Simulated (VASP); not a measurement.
These are PBE GGA + U (Dudarev), VASP's PBE PAW potentials (set 64) (plane waves; VASP) values and carry that method's errors.

Input for VASP

**POSCAR**
```
WC
1
    1.4841000000    -2.5705370000     0.0000000000
    1.4841000000     2.5705370000     0.0000000000
    0.0000000000     0.0000000000     2.8968000000
W C
1 1
Direct
  0.0000000000   0.0000000000   0.0000000000
  0.3333330000   0.6666670000   0.5000000000
```

KPOINTS:
```
Automatic mesh
0
Gamma
13 13 11
0 0 0
```

### INCAR
```
LWAVE = F
LDAUU = 5.0 0
LMAXMIX = 6   ! l cut-off of mixed one-centre charges
LDAUL = 2 -1
ENCUT = 520
LDAUJ = 0 0
SIGMA = 0.1
LASPH = T
LORBIT = 10
ISIF = 2
SYSTEM = WC
LDAUTYPE = 2   ! Dudarev
LREAL = F   ! projection in real space or not
EDIFF = 1E-6
GGA = PE
LDAUPRINT = 1
NELM = 100   ! most electronic steps
ISMEAR = 1   ! Methfessel-Paxton
LCHARG = F
PREC = Accurate
LDAU = T
ALGO = Normal
```

POTCAR, in this order: W_sv C (PBE.64 set). Program: vasp_std.

The resulting files:

**OUTCAR**
```
 ion  position               nearest neighbor table
   1  0.000  0.000  0.000-   2 2.24   2 2.24   2 2.24   2 2.24   2 2.24   2 2.24
   2  0.333  0.667  0.500-   1 2.24   1 2.24   1 2.24   1 2.24   1 2.24   1 2.24
  LATTYP: Found a hexagonal cell.
 ALAT       =     2.9682003434
 C/A-ratio  =     0.9759449043
 Subroutine PRICEL returns:
 Original cell was already a primitive cell.
 Subroutine GETGRP returns: Found 12 space group operations
The static configuration has the point symmetry D_3h.
The dynamic configuration has the point symmetry D_3h.
 Subroutine INISYM returns: Found 12 space group operations
 Subroutine IBZKPT returns following result:
 Found    126 irreducible k-points:

 Following reciprocal coordinates:
            Coordinates               Weight
  0.000000  0.000000  0.000000      1.000000
  0.076923  0.000000  0.000000      6.000000
  0.153846  0.000000  0.000000      6.000000
  0.230769  0.000000  0.000000      6.000000
  0.307692  0.000000  0.000000      6.000000
  0.384615  0.000000  0.000000      6.000000
  0.461538  0.000000  0.000000      6.000000
  0.076923  0.076923  0.000000      6.000000
...
```

**OSZICAR**
```
       N       E                     dE             d eps       ncg     rms          rms(c)
DAV:   1     0.116244193764E+03    0.11624E+03   -0.98310E+03  3276   0.152E+03
DAV:   2    -0.161991030793E+02   -0.13244E+03   -0.12872E+03  3731   0.380E+02
DAV:   3    -0.204711736540E+02   -0.42721E+01   -0.42416E+01  4079   0.629E+01
DAV:   4    -0.205145912545E+02   -0.43418E-01   -0.43401E-01  3616   0.673E+00
DAV:   5    -0.205149899004E+02   -0.39865E-03   -0.39857E-03  3921   0.657E-01    0.280E+01
DAV:   6    -0.169879057853E+02    0.35271E+01   -0.11676E+01  3796   0.340E+01    0.646E+00
DAV:   7    -0.169232279029E+02    0.64678E-01   -0.43685E-01  3456   0.557E+00    0.429E+00
DAV:   8    -0.168906488802E+02    0.32579E-01   -0.11671E-01  3656   0.289E+00    0.784E-01
DAV:   9    -0.168888027197E+02    0.18462E-02   -0.90216E-03  3627   0.653E-01    0.179E-01
DAV:  10    -0.168886635481E+02    0.13917E-03   -0.79543E-04  3609   0.311E-01    0.769E-02
DAV:  11    -0.168886551303E+02    0.84177E-05   -0.58536E-05  3702   0.641E-02    0.963E-03
DAV:  12    -0.168886537956E+02    0.13347E-05   -0.55411E-06  3491   0.209E-02    0.184E-03
DAV:  13    -0.168886537984E+02   -0.27401E-08   -0.99108E-08  1738   0.327E-03
   1 F= -.16888654E+02 E0= -.16888650E+02  d E =-.122737E-04
```

OUTCAR:
```
------------------------ aborting loop because EDIFF is reached ----------------------------------------
  FORCE on cell =-STRESS in cart. coord.  units (eV):
  Direction    XX          YY          ZZ          XY          YZ          ZX
  --------------------------------------------------------------------------------------
  Total       -0.7742468     -0.7742470     -1.0699675      0.0000000      0.0000000     -0.0000000
  in kB      -56.1247561    -56.1247734    -77.5613974      0.0000000      0.0000000     -0.0000000
  external PRESSURE =     -63.2703090 kB  Pullay stress =       0.0000000 kB
  volume of cell :       22.10
      direct lattice vectors                 reciprocal lattice vectors
     1.484100000 -2.570537000  0.000000000     0.336904521 -0.194511886  0.000000000
     1.484100000  2.570537000  0.000000000     0.336904521  0.194511886  0.000000000
     0.000000000  0.000000000  2.896800000     0.000000000  0.000000000  0.345208506
 POSITION                                       TOTAL-FORCE (eV/Angst)
 -----------------------------------------------------------------------------------
      0.00000      0.00000      0.00000         0.000000      0.000000      0.000000
      1.48410      0.85685      1.44840         0.000000     -0.000000      0.000000
 -----------------------------------------------------------------------------------
    total drift:                               -0.000000     -0.000402      0.000000
  FREE ENERGIE OF THE ION-ELECTRON SYSTEM (eV)
  ---------------------------------------------------
  free  energy   TOTEN  =       -16.8886537984 eV

  energy  without entropy=      -16.8886415247  energy(sigma->0) =      -16.88864971

 total charge

# of ion       s       p       d       tot
------------------------------------------
    1        2.348   6.400   3.158  11.906
    2        0.848   1.551   0.000   2.398
--------------------------------------------------
tot          3.196   7.950   3.158  14.304
```
(Selected blocks of OUTCAR.)

The compound is WC in the wc structure. The cell was not relaxed at this level. The run is one of a series of settings (LDAU = .TRUE., LDAUJ = 0 0, LDAUL = 2 -1, LDAUTYPE = 2, LDAUU = 5.0 0 against the base run), some of them coarse on purpose.
